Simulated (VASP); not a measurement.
Level of theory: LDA (Ceperley-Alder, Perdew-Zunger), VASP's LDA PAW potentials (set 64) (plane waves; VASP 6.6.1).

VASP input:

File POSCAR:
```
NaI
1
   -0.0000000000     2.7565702517     2.7565702517
    2.7565702517     0.0000000000     2.7565702517
    2.7565702517     2.7565702517    -0.0000000000
Na I
1 1
Direct
  1.0000000000   0.0000000000   0.0000000000
  0.5000000000   0.5000000000   0.5000000000
```

### INCAR
```
SYSTEM = NaI
PREC = Accurate
ENCUT = 500
EDIFF = 1E-6
NELM = 100
ALGO = Normal
LREAL = .FALSE.
LASPH = .TRUE.
ISMEAR = 0
SIGMA = 0.05
LMAXMIX = 4
LWAVE = .FALSE.
LCHARG = .FALSE.
IBRION = 2
ISIF = 3
NSW = 40
EDIFFG = -0.02
PSTRESS = 200
```

KPOINTS:
```
Automatic mesh
0
Gamma
8 8 8
0 0 0
```

POTCAR, in this order: Na_pv I (LDA.64 set). Program: vasp_std.

Output

### OSZICAR
```
       N       E                     dE             d eps       ncg     rms          rms(c)
DAV:   1     0.830961770502E+02    0.83096E+02   -0.70724E+03   641   0.124E+03
DAV:   2     0.739094040091E-02   -0.83089E+02   -0.78809E+02   682   0.265E+02
DAV:   3    -0.513530527998E+01   -0.51427E+01   -0.51072E+01   786   0.658E+01
DAV:   4    -0.525011603338E+01   -0.11481E+00   -0.11474E+00   759   0.965E+00
DAV:   5    -0.525365735892E+01   -0.35413E-02   -0.35412E-02   789   0.178E+00    0.296E+00
DAV:   6    -0.519423669649E+01    0.59421E-01   -0.56501E-02   812   0.205E+00    0.199E+00
DAV:   7    -0.517656645239E+01    0.17670E-01   -0.51553E-02   731   0.189E+00    0.576E-01
DAV:   8    -0.517600988536E+01    0.55657E-03   -0.28078E-03   716   0.538E-01    0.494E-02
DAV:   9    -0.517600813488E+01    0.17505E-05   -0.84932E-05   784   0.140E-01    0.329E-02
DAV:  10    -0.517600810626E+01    0.28618E-07   -0.74355E-06   732   0.427E-02
   1 F= 0.53448987E-01 E0= 0.53448987E-01  d E =0.534490E-01
```

### OUTCAR
```
------------------------ aborting loop because EDIFF is reached ----------------------------------------
  FORCE on cell =-STRESS in cart. coord.  units (eV):
  Direction    XX          YY          ZZ          XY          YZ          ZX
  --------------------------------------------------------------------------------------
  Total        5.2070484      5.2070484      5.2070484      0.0000000      0.0000000      0.0000000
  in kB      199.1429833    199.1429833    199.1429833      0.0000000      0.0000000      0.0000000
  external PRESSURE =      -0.8570167 kB  Pullay stress =     200.0000000 kB
  volume of cell :       41.89
      direct lattice vectors                 reciprocal lattice vectors
     0.000000000  2.756570252  2.756570252    -0.181384820  0.181384820  0.181384820
     2.756570252  0.000000000  2.756570252     0.181384820 -0.181384820  0.181384820
     2.756570252  2.756570252  0.000000000     0.181384820  0.181384820 -0.181384820
  FREE ENERGIE OF THE ION-ELECTRON SYSTEM (eV)
  ---------------------------------------------------
  free  energy   TOTEN  =        -5.1760081063 eV

  energy  without entropy=       -5.1760081063  energy(sigma->0) =       -5.17600811
  enthalpy is  TOTEN    =         0.0534489868 eV   P V=        5.2294570931

 reached required accuracy - stopping structural energy minimisation
```
(Selected blocks of OUTCAR.)

The compound is NaI in the rock salt structure. It was relaxed first under an external pressure of 20 GPa.
